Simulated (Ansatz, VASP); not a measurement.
## Cross-check of C (C strained to the junction's net) between VASP and Ansatz

Wanted: the spread between two codes on one cell, functional and k mesh. Of the first pair: The structure shown is the start of the Ansatz relaxation below; VASP solves that cell, so the two are compared at the walk's first step.

Calculated with Ansatz 0.2.0; plane waves, with VASP 6.6.1 beside it; single point at PBE.

### Step 1. The structure

The structure is trigonal, space group R-3m (No. 166). Conventional cell: a = 2.567 Å, b = 2.567 Å, c = 6.110 Å, α = 90.00°, β = 90.00°, γ = 120.00°. C has 4 C at 1.53 to 1.57 Å nearest.

As a file:

```cif
data_structure
_symmetry_space_group_name_H-M 'R-3m:H'
_symmetry_Int_Tables_number 166
_cell_length_a 2.5670
_cell_length_b 2.5670
_cell_length_c 6.1103
_cell_angle_alpha 90.000
_cell_angle_beta 90.000
_cell_angle_gamma 120.000
_cell_volume 34.87
loop_
_atom_site_label
_atom_site_type_symbol
_atom_site_symmetry_multiplicity
_atom_site_Wyckoff_symbol
_atom_site_fract_x
_atom_site_fract_y
_atom_site_fract_z
_atom_site_occupancy
C1 C 6 c 0.00000 0.00000 0.87500 1
```

### Step 2. Ansatz: relaxation, PBE

Ansatz runs on its default PAW (the set named soft_2) files.

The two programs are compared at the cell with which this relaxation starts, whose forces are those of its first step.

Contents of input.yaml:

```yaml
crystal:
  lattice:
    - [2.567, 0.0, 0.0]
    - [-1.2835, 2.2230872115, 0.0]
    - [0.0, 0.0, 6.1103282323]
  atoms:
    - { symbol: C, position: [0.0, 0.0, 0.0] }
    - { symbol: C, position: [0.0, 0.0, 0.25] }
    - { symbol: C, position: [0.3333333333, 0.6666666667, 0.3333333333] }
    - { symbol: C, position: [0.3333333333, 0.6666666667, 0.5833333333] }
    - { symbol: C, position: [0.6666666667, 0.3333333333, 0.6666666667] }
    - { symbol: C, position: [0.6666666667, 0.3333333333, 0.9166666667] }
kpoints:
  mp_grid: { grid: [18, 18, 5] }
scf:
  occupations: { method: fermi_dirac, width: 0.1 }
  max_iter: 150
hamiltonian:
  xc: pbe
relax:
  f_tol: 0.01
  max_steps: 40
  cell: { fix: [a, b, angles] }
```

Started as:

```
ansatz run input.yaml --threads 4 --pin off --max-ram 12288MiB --backend cpu --events-out ev --progress --plain --runs-dir out
```

Numbers of over 12 decimals in the logs are rounded to 6 here.

What it wrote:

```text
Engine: ansatz 0.2.0, aarch64-unknown-linux-gnu
Pseudopotentials: kind: paw
Pseudopotential: C, paw, valence charge 4, recommended cutoff 420 eV (normal), C.paw.azcp
Functional definition: PBE
  parameter kappa = 0.804
  parameter beta = 0.066725
  exchange = pbe_x(kappa = kappa, mu = beta*pi^2/3)
  correlation = pbe_c(beta = beta)
Crystal: 6 atoms, lattice volume = 34.870 Å³
Basis set: ecut = 420 eV, 711 PW (Γ), exchange–correlation on 36×36×90 points (8 copies of the dense FFT grid, shifted against one another)
Bands: 18, of which v1, the nominal top of the filled ones, is band 12 counted from 1 (11 counted from 0)
Symmetry: 36 space group operations
Space group: R-3m (ITA 166), of the structure as read, at distance tolerance 3.3e-5 Å
k-points: 165 of 1620
Non-local potential: C, projectors of the file, l = 0: 2, l = 1: 2, l = 2: 1
PAW form: soft (Blöchl's): semilocal exchange-correlation on the pseudo side does not see the compensation charge
PAW one-centre angular grid: C, 110 points (default); XC on 64 Gauss nodes
Initial density: superposition of atomic densities (neutral atoms: chi_scale 0, normalization atom), corrected by the library's trained network
Initial wavefunctions: pseudopotential atomic-orbital guess
Functional: x = pbe(κ = 0.804, μ = 0.219515), c = pbe(β = 0.066725)
SCF iter   1: F=—  HF=-1504.764601 eV  |F-HF|=—  |Δ(HF+E_count)|=         —  Δρ=2.18e-3  dr2=7.03e-4  ethr=1.77e-3  ⟨swp⟩=5.3  Hψ=14734  notcnv=0
preconditioner: auto → none  [insulator: Δε(μ)=4.072 eV  Ē_g=16.819 eV  σ=0.100 eV  W_gap=1.00  n_scr=4 (ndim 8)  ℏωp=30.8 eV  f_vac=0.000  D(μ)=0.00/eV (n_scr^D=0)  ε∞_Penn≈4.4]
SCF iter   2: F=—  HF=-1504.764399 eV  |F-HF|=—  |Δ(HF+E_count)|=   2.02e-4  Δρ=9.93e-4  dr2=1.14e-4  ethr=2.93e-6  ⟨swp⟩=2.3  Hψ=5757  notcnv=0
SCF iter   3: F=—  HF=-1504.764530 eV  |F-HF|=—  |Δ(HF+E_count)|=   1.31e-4  Δρ=1.11e-4  dr2=7.94e-7  ethr=4.74e-7  ⟨swp⟩=2.2  Hψ=4437  notcnv=0
SCF iter   4: F=—  HF=-1504.764518 eV  |F-HF|=—  |Δ(HF+E_count)|=   1.13e-5  Δρ=9.03e-6  dr2=1.03e-8  ethr=3.31e-9  ⟨swp⟩=2.0  Hψ=4689  notcnv=0
iter 5 did not close the SCF: its close was put off for the readings that it lacked (scf_convergence_deferred on its scf_iter line)
SCF iter   5: F=-1504.764518 eV  HF=-1504.764518 eV  |F-HF|=5.69e-10  |Δ(HF+E_count)|=   1.40e-8  Δρ=1.54e-6  dr2=2.47e-10  ethr=4.28e-11  ⟨swp⟩=2.0  Hψ=4627  notcnv=0
SCF iter   6: F=-1504.764518 eV  HF=-1504.764518 eV  |F-HF|=2.00e-11  |Δ(HF+E_count)|=  6.01e-10  Δρ=2.91e-7  dr2=8.90e-12  ethr=1.03e-12  ⟨swp⟩=1.0  Hψ=8175  notcnv=0
SCF 1 converged in 6 iterations: F = -1504.764518 eV  dr2 = 8.90e-12
  greatest PAW one-centre occupation: 0.640 electrons in one spin orbital (limit 2), on the C atom at site 5 (counted from 0), in its partial waves of l = 0
relax step   1: F+E_penalty+E_count = -1504.76451840 eV  Δ(F+E_penalty+E_count) = +0.000e0 eV  max|allowed force component| = 1.022e-1 eV/Å  Δτ_max = 0.0000 Å  P = -7.999 GPa  Ω = 34.870 Å³  fix = [a, b, alpha, beta, gamma]  reactions: a -18.365, b -18.365 GPa  (6 SCF iters, dr2 threshold 1.00e-7 eV, accepted)
[...]
relax step   6: F+E_penalty+E_count = -1504.77923194 eV  Δ(F+E_penalty+E_count) = -2.452e-3 eV  max|allowed force component| = 1.051e-3 eV/Å  Δτ_max = 0.0000 Å  P = -12.424 GPa  Ω = 35.238 Å³  fix = [a, b, alpha, beta, gamma]  reactions: a -18.738, b -18.738 GPa  stress off target by 2.04e-1 GPa on what of the cell is left free  SCF on the basis re-selected at this cell (its energy is not comparable with the rows above)  (8 SCF iters)
[...]
relax step   7: F+E_penalty+E_count = -1504.77919669 eV  Δ(F+E_penalty+E_count) = +3.525e-5 eV  max|allowed force component| = 9.304e-6 eV/Å  Δτ_max = 0.0000 Å  P = -12.495 GPa  Ω = 35.244 Å³  energy of the carried Pulay correction = -3.920e-5 eV  fix = [a, b, alpha, beta, gamma]  reactions: a -18.744, b -18.744 GPa  (7 SCF iters, dr2 threshold 1.04e-7 eV, accepted)
[...]
relax step   8: F+E_penalty+E_count = -1504.77924713 eV  Δ(F+E_penalty+E_count) = -5.044e-5 eV  max|allowed force component| = 1.482e-5 eV/Å  Δτ_max = 0.0000 Å  P = -12.494 GPa  Ω = 35.244 Å³  fix = [a, b, alpha, beta, gamma]  reactions: a -18.744, b -18.744 GPa  stress off target by 5.65e-3 GPa on what of the cell is left free  SCF on the basis re-selected at this cell (its energy is not comparable with the rows above)  (7 SCF iters)
basis re-selected at this cell: Δ(F+E_penalty+E_count) = -5.044e-5 eV, ΔP = +0.001 GPa vs the last step (what re-selecting the basis moved, of the pressure what is left beyond the Pulay correction that the steps carried, after the strain that the cell walked since its last selection, with what the two solves' SCF thresholds leave and, on support functions, any second-order correction that the steps lacked; it is no m [...]
SCF converged after 7 iterations
Free energy (F): -1504.779247 eV
Harris-Foulkes:  -1504.779247 eV  (|F-HF|=0.00e0)
Internal energy: -1504.779247 eV  (E = F + TS)
E sigma→0 (E₀):  -1504.779247 eV
Fermi energy:    14.701913 eV
--- Per-component energies (eV) ---
  E_band       = 94.263491
  E_kinetic    = 546.503052
  E_local      = -375.030189  (includes V_loc(G=0)·N_el)
  E_nonlocal   = 158.747697
  E_hartree    = 81.840567
  E_xc         = -290.432544
  E_vxc        = -360.423269  (∫ρ·V_xc dr)
  E_paw        = -594.711851  (= ΣΔE_a)
  E_vpaw       = -39.214993  (= ΣTr[D̂ρ^β])
  E_aug_tail   = 0.000058  (compensation charges beyond the density's cutoff)
  E_ewald      = -1031.696037
  E_smearing   = -0.000000  (= −TS)
  E_closure    = -0.000000  (closes the sum)
  Σ components = -1504.779247   (vs F -1504.779247, Δ=0.00e0)
--- Forces (eV/Å), atoms counted from 1 ---
  atom   1  C      0.00000000     0.00000000    -0.00001482
  atom   2  C     -0.00000000    -0.00000000     0.00001482
  atom   3  C      0.00000000     0.00000000    -0.00001482
  atom   4  C     -0.00000000    -0.00000000     0.00001482
  atom   5  C      0.00000000     0.00000000    -0.00001482
  atom   6  C      0.00000000    -0.00000000     0.00001482
  max |Σ_I F_I| component: 3.70e-17 eV/Å
--- Stress (GPa, compression-positive) ---
      -18.743835      -0.000000      -0.000000
       -0.000000     -18.743835      -0.000000
        0.000000      -0.000000       0.005651
  P = ⅓ Tr σ = -12.4940 GPa (-124.940 kbar)
--- Relaxed structure (6 steps of the walk, 6 accepted, 2 SCFs on fresh bases) ---
  F+E_penalty+E_count = -1504.77924713 eV   max|allowed force component| = 1.482e-5 eV/Å   (the final SCF, on the basis selected at the relaxed cell)
  cell:  # Å, volume = 35.2442 Å³
    - [2.567000, 0, 0]
    - [-1.283500, 2.223087, 0]
    - [0, 0, 6.175977]
  atoms:
    - { symbol: C, position: [0, 0, -9.101604993327585e-5] }
    - { symbol: C, position: [0, 0, 0.250091] }
    - { symbol: C, position: [0.333333, 0.666667, 0.333242] }
    - { symbol: C, position: [0.333333, 0.666667, 0.583424] }
    - { symbol: C, position: [0.666667, 0.333333, 0.666576] }
    - { symbol: C, position: [0.666667, 0.333333, 0.916758] }
```

The column dr2 measures how far the density is from self-consistency, as an energy; F and HF (Harris–Foulkes) agree once it is small.

### Step 3. VASP: single point, PBE, start cell, pair 1

The same cell, functional, mesh and smearing now go to VASP, with its own data sets.

Lines of VASP's logs that name or quote its potential files are left out, and so is its time.

Contents of INCAR:

```
SYSTEM = C
PREC = Accurate
ENCUT = 520
EDIFF = 1E-06
NELM = 120
ISMEAR = -1
SIGMA = 0.1
LREAL = .FALSE.
ALGO = Normal
GGA = PE
NBANDS = 18
LORBIT = 11
LWAVE = .FALSE.
LCHARG = .FALSE.
ISIF = 2
LASPH = .TRUE.
GGA_COMPAT = .FALSE.
EFERMI = MIDGAP
KPAR = 2
```

Contents of POSCAR:

```
C
1.0
    2.5670000000      0.0000000000      0.0000000000
   -1.2835000000      2.2230870000      0.0000000000
    0.0000000000      0.0000000000      6.1103280000
C
6
Direct
    0.0000000000      0.0000000000      1.0000000000
    0.0000000000      0.0000000000      0.2500000000
    0.3333333333      0.6666666667      0.3333333333
    0.3333333333      0.6666666667      0.5833333333
    0.6666666667      0.3333333333      0.6666666667
    0.6666666667      0.3333333333      0.9166666667
```

Contents of KPOINTS:

```
Automatic mesh
0
Gamma
18 18 5
0 0 0
```

The projector-augmented-wave data sets are C (PBE family, release 64).

Started as:

```
mpirun -np 2 vasp_std
```

What it wrote:

```text
[banner, memory and clock lines left out]
running    2 mpi-ranks, on    1 nodes
 distrk:  each k-point on    1 cores,    2 groups
 distr:  one band on    1 cores,    1 groups

 POSCAR found type information on POSCAR C
 POSCAR found :  1 types and       6 ions
 LDA part: xc-table for (Slater+PW92), standard interpolation
 POSCAR, INCAR and KPOINTS ok, starting setup
 FFT: planning ... GRIDC
 FFT: planning ... GRID_SOFT
 FFT: planning ... GRID
 WAVECAR not read
 entering main loop
       N       E                     dE             d eps       ncg     rms          rms(c)
DAV:   1     0.535254366288E+02    0.53525E+02   -0.13432E+04  5940   0.131E+03
DAV:   2    -0.528807297903E+02   -0.10641E+03   -0.10278E+03  7458   0.230E+02
DAV:   3    -0.562431765863E+02   -0.33624E+01   -0.33506E+01  8478   0.407E+01
DAV:   4    -0.562654557163E+02   -0.22279E-01   -0.22255E-01  8466   0.339E+00
DAV:   5    -0.562657408854E+02   -0.28517E-03   -0.28503E-03  8292   0.339E-01    0.934E+00
DAV:   6    -0.549238430569E+02    0.13419E+01   -0.92596E-01  6852   0.624E+00    0.558E+00
DAV:   7    -0.544742362919E+02    0.44961E+00   -0.11130E+00  7184   0.703E+00    0.120E+00
DAV:   8    -0.544775818830E+02   -0.33456E-02   -0.22716E-02  8124   0.104E+00    0.661E-02
DAV:   9    -0.544776934936E+02   -0.11161E-03   -0.30343E-04  8060   0.132E-01    0.293E-02
DAV:  10    -0.544777506192E+02   -0.57126E-04   -0.50697E-05  7736   0.625E-02    0.690E-03
DAV:  11    -0.544777507693E+02   -0.15016E-06   -0.71130E-07  7068   0.737E-03
   1 F= -.54477751E+02 E0= -.54477751E+02  d E =-.121800E-09
```

OUTCAR, selected parts (step 3):

```text
ion  position               nearest neighbor table
   1  0.000  0.000  0.000-   2 1.53   6 1.57   6 1.57   6 1.57
   2  0.000  0.000  0.250-   1 1.53   3 1.57   3 1.57   3 1.57
   3  0.333  0.667  0.333-   4 1.53   2 1.57   2 1.57   2 1.57
   4  0.333  0.667  0.583-   3 1.53   5 1.57   5 1.57   5 1.57
   5  0.667  0.333  0.667-   6 1.53   4 1.57   4 1.57   4 1.57
   6  0.667  0.333  0.917-   5 1.53   1 1.57   1 1.57   1 1.57

  LATTYP: Found a hexagonal cell.
 ALAT       =     2.5670000000
 C/A-ratio  =     2.3803381379

 Subroutine GETGRP returns: Found 12 space group operations
 (whereof  6 operations were pure point group operations)

The static configuration has the point symmetry C_3v.
 The point group associated with its full space group is D_3d.

 Found    165 irreducible k-points:

   k-points           NKPTS =    165   k-points in BZ     NKDIM =    165   number of bands    NBANDS=     18

   dimension x,y,z NGX =    20 NGY =   20 NGZ =   48
   dimension x,y,z NGXF=    40 NGYF=   40 NGZF=   96

   ENCUT  =  520.0 eV  38.22 Ry    6.18 a.u.   4.77  4.77 11.36*2*pi/ulx,y,z

   NELECT =      24.0000    total number of electrons

 k-points in reciprocal lattice and weights: Automatic mesh
   0.00000000  0.00000000  0.00000000       0.001
   0.05555556 -0.00000000  0.00000000       0.004
   0.11111111 -0.00000000  0.00000000       0.004
   0.16666667  0.00000000  0.00000000       0.004
   0.22222222  0.00000000  0.00000000       0.004
   0.27777778  0.00000000  0.00000000       0.004
   0.33333333  0.00000000  0.00000000       0.004
   0.38888889  0.00000000  0.00000000       0.004
   0.44444444  0.00000000  0.00000000       0.004
[...]
-0.27777778 -0.38888889  0.40000000       0.007
   0.33333333  0.33333333  0.40000000       0.002

 average (electrostatic) potential at core
       1 -45.7341       2 -45.7341       3 -45.7341       4 -45.7341       5 -45.7341
       6 -45.7341

 E-fermi :  11.4113

 k-point     1 :       0.0000    0.0000    0.0000
  band No.  band energies     occupation
    ...
      8       6.8920      2.00000
      9       6.8920      2.00000
     10       9.3589      2.00000
     11       9.3874      2.00000
     12       9.3874      2.00000
     13      14.6209      0.00000
     14      14.6209      0.00000
     15      15.4087      0.00000
     16      17.1171      0.00000
     17      17.1380      0.00000
    ...

 k-point     2 :       0.0556   -0.0000    0.0000
  band No.  band energies     occupation
    ...
      8       6.9002      2.00000
      9       7.1181      2.00000
     10       8.8957      2.00000
     11       9.1675      2.00000
     12       9.2645      2.00000
     13      14.8498      0.00000
     14      14.8941      0.00000
     15      15.6125      0.00000
     16      16.8850      0.00000
     17      17.2725      0.00000
    ...

 k-point     3 :       0.1111   -0.0000    0.0000
  band No.  band energies     occupation
    ...
      8       6.3163      2.00000
      9       7.0966      2.00000
     10       7.7235      2.00000
     11       8.6292      2.00000
     12       8.9840      2.00000
     13      15.2023      0.00000
     14      15.5813      0.00000
     15      16.2481      0.00000
     16      16.2572      0.00000
     17      17.5125      0.00000
    ...

  Total       -3.8816413     -3.8816405      2.9246684      0.0000000     -0.0000000      0.0000000
  in kB     -178.3524700   -178.3524361    134.3817740      0.0000000     -0.0000000      0.0000000
  external PRESSURE =     -74.1077107 kB  Pullay stress =       0.0000000 kB

  energy-cutoff  :      520.00
  volume of cell :       34.87
      direct lattice vectors                 reciprocal lattice vectors
     2.567000000  0.000000000  0.000000000     0.389559797  0.224912475  0.000000000
    -1.283500000  2.223087000  0.000000000     0.000000000  0.449824951  0.000000000
     0.000000000  0.000000000  6.110328000     0.000000000  0.000000000  0.163657336

 POSITION                                       TOTAL-FORCE (eV/Angst)
 -----------------------------------------------------------------------------------
      0.00000      0.00000      0.00000         0.000000     -0.000000     -0.111396
      0.00000      0.00000      1.52758        -0.000000     -0.000000      0.111396
     -0.00000      1.48206      2.03678         0.000000      0.000000     -0.111396
     -0.00000      1.48206      3.56436         0.000000      0.000000      0.111396
      1.28350      0.74103      4.07355         0.000000     -0.000000     -0.111396
      1.28350      0.74103      5.60113        -0.000000      0.000000      0.111396
 -----------------------------------------------------------------------------------
    total drift:                                0.000000      0.000000     -0.000000

  FREE ENERGIE OF THE ION-ELECTRON SYSTEM (eV)
  ---------------------------------------------------
  free  energy   TOTEN  =       -54.4777507693 eV

  energy  without entropy=      -54.4777507692  energy(sigma->0) =      -54.47775077

 total charge
# of ion       s       p       d       tot
------------------------------------------
    1        0.826   1.723   0.000   2.549
    2        0.826   1.723   0.000   2.549
    3        0.826   1.723   0.000   2.549
    4        0.826   1.723   0.000   2.549
    5        0.826   1.723   0.000   2.549
    6        0.826   1.723   0.000   2.549
--------------------------------------------------
tot          4.954  10.337   0.000  15.291

[... 3 further parts left out ...]
```

The run ends at a pressure of -7.41 GPa, with forces up to 0.11 eV/Å.

### Step 4. Differences

Known differences besides the potentials themselves: the cutoff is 420 eV in Ansatz and 520 eV in VASP. Total energies have different zeros and are not compared.

Forces (eV/Å; atoms numbered as in POSCAR):

| atom | Ansatz x, y, z | VASP x, y, z |
| --- | --- | --- |
| C1 | 0.000, 0.000, -0.102 | 0.000, 0.000, -0.111 |
| C2 | 0.000, 0.000, 0.102 | 0.000, 0.000, 0.111 |
| C3 | 0.000, 0.000, -0.102 | 0.000, 0.000, -0.111 |
| C4 | 0.000, 0.000, 0.102 | 0.000, 0.000, 0.111 |
| C5 | 0.000, 0.000, -0.102 | 0.000, 0.000, -0.111 |
| C6 | 0.000, 0.000, 0.102 | 0.000, 0.000, 0.111 |

The forces differ by 5.3 meV/Å r.m.s., which is 8.3 % of the r.m.s. force of 0.064 eV/Å (both taken over all components).

(Continued in part 2 of 2.)

[Lines on the potential files, build, host, timing and source positions are cut from VASP's logs without a mark.]

[Logs are printed without paths, hosts, clocks, repeated set-up lines and the standing remarks that a program may print on its own settings, such as how far it seeks lower states.]

[Hosts, paths, dates, database ids (printed as entryN), source tags and the programs' standing remarks are cut or masked in the printed files.]
